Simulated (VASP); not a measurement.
Computed with PBEsol GGA, VASP's PBE PAW potentials (set 64) (plane waves; VASP).

Input for VASP

POSCAR:
```
SnSe
1
    0.0000000000     2.6309566811     2.6309566811
    2.6309566811     0.0000000000     2.6309566811
    2.6309566811     2.6309566811     0.0000000000
Sn Se
1 1
Direct
  0.0000000000   0.0000000000   0.0000000000
  0.5000000000   0.5000000000   0.5000000000
```

INCAR:
```
SYSTEM  =  SnSe
PREC  =  Accurate; ENCUT  =  500; LREAL  =  F
LASPH  =  T
EDIFF  =  1E-6; NELM  =  100; ALGO  =  Normal
LMAXMIX  =  4
ISMEAR  =  1; SIGMA  =  0.1
GGA  =  PS
IBRION  =  2; NSW  =  40; ISIF  =  3
EDIFFG  =  -0.02; PSTRESS  =  450
LWAVE  =  F; LCHARG  =  F
```

### KPOINTS
```
Automatic mesh
0
Gamma
12 12 12
0 0 0
```

POTCAR, in this order: Sn_d Se (PBE.64 set). Program: vasp_std.

Unless said otherwise, spin-orbit coupling is left out, though it shifts the bands of the heavy elements here.

Q: Predict the energy per atom (σ→0), volume per atom, band gap (on the k-mesh).

A: 
```json
{
  "energy per atom (σ→0)": "-3.670 eV/atom",
  "band gap (on the k-mesh)": "none (metal, semimetal or under 0.01 eV)",
  "volume_per_atom": "18.26 Å^3/atom"
}
```

### OSZICAR
```
...
       N       E                     dE             d eps       ncg     rms          rms(c)
DAV:   1    -0.734960816733E+01    0.69908E-01   -0.22431E-01  2580   0.952E+00    0.604E-01
DAV:   2    -0.734136073017E+01    0.82474E-02   -0.14022E-02  2484   0.269E+00    0.254E-01
DAV:   3    -0.733932962716E+01    0.20311E-02   -0.58743E-03  2500   0.157E+00    0.399E-02
DAV:   4    -0.733929714639E+01    0.32481E-04   -0.28732E-04  2112   0.203E-01    0.187E-02
DAV:   5    -0.733927999348E+01    0.17153E-04   -0.15373E-05  3010   0.459E-02    0.537E-03
DAV:   6    -0.733927974910E+01    0.24439E-06   -0.12120E-06  1266   0.150E-02
   3 F= 0.29189878E+01 E0= 0.29189024E+01  d E =-.196546E-03
```

The structure was generated: SnSe was put into the rock salt type (Fm-3m), which need not be its known phase. This run relaxes it under an external pressure of 45 GPa. Symmetry was kept, so distortions that lower it aren't found.
